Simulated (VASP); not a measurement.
VASP runs on TcPt₃ (space group I4/mmm) share one base input (PBEsol GGA, plane waves, VASP's PBE PAW potentials (set 64)) and change the settings named in each case.

KPOINTS:
```
Automatic mesh
0
Gamma
7 7 7
0 0 0
```

POSCAR:
```
TcPt3
1.0
 -1.8651760000   1.8651760000   4.1545740000
  1.8651760000  -1.8651760000   4.1545740000
  1.8651760000   1.8651760000  -4.1545740000
Pt Tc
3 1
Direct
  0.5000000000   0.5000000000   0.0000000000
  0.7500000000   0.2500000000   0.5000000000
  0.2500000000   0.7500000000   0.5000000000
  0.0000000000   0.0000000000   0.0000000000
```

INCAR:
```
! general
SYSTEM  = TcPt3
PREC    = Accurate
ENCUT   = 300   ! plane-wave cut-off (eV)
LREAL   = .False.   ! projection in real space or not
LASPH   = .True.

! electronic loop
EDIFF   = 1E-6   ! SCF stop (eV)
NELM    = 100   ! most electronic steps
ALGO    = Normal   ! blocked Davidson
LMAXMIX = 6

! smearing
ISMEAR  = 0   ! Gaussian
SIGMA   = 0.05   ! width (eV)

! functional
GGA     = PS

! ions
ISIF    = 2   ! forces and stress, cell fixed

! output
LWAVE   = .False.
LCHARG  = .False.
```

POTCAR, in this order: Pt Tc_pv (PBE.64 set). Program: vasp_std.

```csv
change,E(σ→0) (eV/atom),pressure (GPa),−TS (eV)
base run,-8.1051,4.75,-0.0053
"GGA removed, POTCAR Pt Tc_pv (LDA.64 set)",-8.6315,0.24,-0.0052
"GGA_COMPAT = .FALSE., LNONCOLLINEAR = .TRUE., LSORBIT = .TRUE., MAGMOM = 0.0 0.0 0.0 0.0 0.0 0.0 0.0 0.0 0.0 0.0 0.0 0.0, program vasp_ncl",-8.4046,4.94,-0.0057
KPOINTS 1×1×1 Γ-centred mesh,-7.5807,1.74,-0.0383
```
 Energies of different potentials or functionals have different zeros.  Unless said otherwise, spin-orbit coupling is left out, though it shifts the bands of the heavy elements here. At 300 eV the pressure can carry a Pulay error.

Left out are runs that ran out of time, are held back, or changed the cell or the kind of run, fixed moments of cells without a moment, rows past the twelfth, gaps on odd meshes, pressures of charged cells and columns that move by less than the noise.

The structure was generated: TcPt3 was put into an ordered model structure, which need not be its known phase. The cell was not relaxed at this level.
